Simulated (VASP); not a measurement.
Calculation: PBE GGA, VASP's PBE PAW potentials (set 64) (plane waves; VASP).

Input for VASP

INCAR:
```
ALGO = Normal
DIPOL = 0.5 0.5 0.5
EDIFF = 1E-6
ENCUT = 300
GGA = PE
IDIPOL = 3
ISIF = 2
ISMEAR = 0
LASPH = .TRUE.
LCHARG = .FALSE.
LDIPOL = .TRUE.
LMAXMIX = 6
LREAL = Auto
LWAVE = .FALSE.
NELM = 100
PREC = Accurate
SIGMA = 0.272
SYSTEM = Hf
```

### KPOINTS
```
Automatic mesh
0
Gamma
6 3 1
0 0 0
```

POSCAR:
```
Hf
1
    5.4157630000     0.0000000000     0.0000000000
    0.0000000000    10.0604760000     0.0000000000
    0.0000000000     0.0000000000    18.7733000000
Hf
16
Direct
  0.7500000000   0.0000000000   0.3728700000
  0.7500000000   0.5000000000   0.3728700000
  0.0833330000   0.7500000000   0.3728700000
  0.4166670000   0.2500000000   0.3728700000
  0.2500000000   0.0000000000   0.4576230000
  0.2500000000   0.5000000000   0.4576230000
  0.5833330000   0.7500000000   0.4576230000
  0.9166670000   0.2500000000   0.4576230000
  0.7500000000   0.0000000000   0.5423770000
  0.7500000000   0.5000000000   0.5423770000
  0.0833330000   0.7500000000   0.5423770000
  0.4166670000   0.2500000000   0.5423770000
  0.2500000000   0.0000000000   0.6271300000
  0.2500000000   0.5000000000   0.6271300000
  0.5833330000   0.7500000000   0.6271300000
  0.9166670000   0.2500000000   0.6271300000
```

POTCAR, in this order: Hf_pv (PBE.64 set). Program: vasp_std.

What VASP printed:

### OSZICAR
```
       N       E                     dE             d eps       ncg     rms          rms(c)
DAV:   1     0.610648272903E+03    0.61065E+03   -0.69627E+04  2072   0.910E+02
DAV:   2    -0.101220779449E+03   -0.71187E+03   -0.68808E+03  1824   0.263E+02
DAV:   3    -0.158562237927E+03   -0.57341E+02   -0.54809E+02  1968   0.561E+01
DAV:   4    -0.162449182587E+03   -0.38869E+01   -0.37412E+01  2112   0.130E+01
DAV:   5    -0.162648265652E+03   -0.19908E+00   -0.19383E+00  2056   0.251E+00    0.182E+02
DAV:   6    -0.151543691204E+03    0.11105E+02   -0.12976E+02  2024   0.229E+01    0.664E+01
DAV:   7    -0.155025116743E+03   -0.34814E+01   -0.13702E+02  1960   0.183E+01    0.667E+01
DAV:   8    -0.145070387106E+03    0.99547E+01   -0.55809E+01  2056   0.124E+01    0.147E+01
DAV:   9    -0.145541321446E+03   -0.47093E+00   -0.49732E+00  2104   0.419E+00    0.130E+01
DAV:  10    -0.145543739058E+03   -0.24176E-02   -0.24276E-01  2112   0.101E+00    0.851E+00
DAV:  11    -0.145599168458E+03   -0.55429E-01   -0.63529E-01  2008   0.170E+00    0.840E+00
DAV:  12    -0.145523353311E+03    0.75815E-01   -0.35271E-01  2024   0.138E+00    0.717E-01
DAV:  13    -0.145525502559E+03   -0.21492E-02   -0.39058E-02  2120   0.472E-01    0.631E-01
DAV:  14    -0.145526943837E+03   -0.14413E-02   -0.33994E-03  1968   0.159E-01    0.559E-01
DAV:  15    -0.145527626381E+03   -0.68254E-03   -0.14509E-03  1808   0.945E-02    0.648E-01
DAV:  16    -0.145526994669E+03    0.63171E-03   -0.19275E-03  2000   0.645E-02    0.217E-01
DAV:  17    -0.145526854884E+03    0.13979E-03   -0.28360E-04  2016   0.367E-02    0.190E-01
DAV:  18    -0.145526292861E+03    0.56202E-03   -0.49652E-04  1816   0.357E-02    0.945E-02
DAV:  19    -0.145526517075E+03   -0.22421E-03   -0.14529E-04  1880   0.217E-02    0.683E-02
DAV:  20    -0.145526987561E+03   -0.47049E-03   -0.52943E-05  1392   0.159E-02    0.372E-02
DAV:  21    -0.145527466550E+03   -0.47899E-03   -0.48941E-05  1512   0.127E-02    0.241E-02
DAV:  22    -0.145527644810E+03   -0.17826E-03   -0.11442E-05  1488   0.784E-03    0.164E-02
DAV:  23    -0.145527768873E+03   -0.12406E-03   -0.43883E-06  1352   0.388E-03    0.140E-02
DAV:  24    -0.145527830309E+03   -0.61436E-04   -0.15948E-06  1216   0.220E-03    0.886E-03
DAV:  25    -0.145527856339E+03   -0.26030E-04   -0.11148E-06  1152   0.145E-03    0.626E-03
DAV:  26    -0.145527864343E+03   -0.80046E-05   -0.64614E-07  1128   0.107E-03    0.375E-03
DAV:  27    -0.145527865224E+03   -0.88031E-06   -0.11808E-07  1048   0.595E-04
   1 F= -.14552787E+03 E0= -.14509253E+03  d E =-.870665E+00
```

### OUTCAR
```
------------------------ aborting loop because EDIFF is reached ----------------------------------------
  FORCE on cell =-STRESS in cart. coord.  units (eV):
  Direction    XX          YY          ZZ          XY          YZ          ZX
  --------------------------------------------------------------------------------------
  Total      -13.1204341     -6.8480730    -13.9934909      0.0000000      0.0000000      0.0000000
  in kB      -20.5513325    -10.7265525    -21.9188544      0.0000000      0.0000000      0.0000000
  external PRESSURE =     -17.7322464 kB  Pullay stress =       0.0000000 kB
  volume of cell :     1022.87
      direct lattice vectors                 reciprocal lattice vectors
     5.415763000  0.000000000  0.000000000     0.184646189  0.000000000  0.000000000
     0.000000000 10.060476000  0.000000000     0.000000000  0.099398875  0.000000000
     0.000000000  0.000000000 18.773300000     0.000000000  0.000000000  0.053267140
 POSITION                                       TOTAL-FORCE (eV/Angst)
 -----------------------------------------------------------------------------------
      4.06182      0.00000      7.00000        -0.000000      0.000000      0.745963
      4.06182      5.03024      7.00000        -0.000000     -0.000000      0.745963
      0.45131      7.54536      7.00000         0.867539     -0.000000      0.689593
      2.25657      2.51512      7.00000        -0.867539      0.000000      0.689593
      1.35394      0.00000      8.59109        -0.000000     -0.000000     -0.075963
      1.35394      5.03024      8.59109        -0.000000     -0.000000     -0.075963
      3.15919      7.54536      8.59109        -0.002979     -0.000000     -0.132303
      4.96445      2.51512      8.59109         0.002979     -0.000000     -0.132303
      4.06182      0.00000     10.18221        -0.000000     -0.000000      0.075963
      4.06182      5.03024     10.18221        -0.000000     -0.000000      0.075963
      0.45131      7.54536     10.18221        -0.002979      0.000000      0.132303
      2.25657      2.51512     10.18221         0.002979     -0.000000      0.132303
      1.35394      0.00000     11.77330        -0.000000     -0.000000     -0.745963
      1.35394      5.03024     11.77330        -0.000000      0.000000     -0.745963
      3.15919      7.54536     11.77330         0.867539     -0.000000     -0.689593
      4.96445      2.51512     11.77330        -0.867539     -0.000000     -0.689593
 -----------------------------------------------------------------------------------
    total drift:                                0.000000     -0.000000      0.000000
  FREE ENERGIE OF THE ION-ELECTRON SYSTEM (eV)
  ---------------------------------------------------
  free  energy   TOTEN  =      -145.5278652236 eV

  energy  without entropy=     -144.6572003094  energy(sigma->0) =     -145.09253277
```
(Selected blocks of OUTCAR.)

At this cut-off the stress carries a Pulay error, which pulls relaxed volumes low. The cell holds a wide vacuum, so values per volume refer to the whole cell.

The cell is a sheet with vacuum, built from a generated structure.
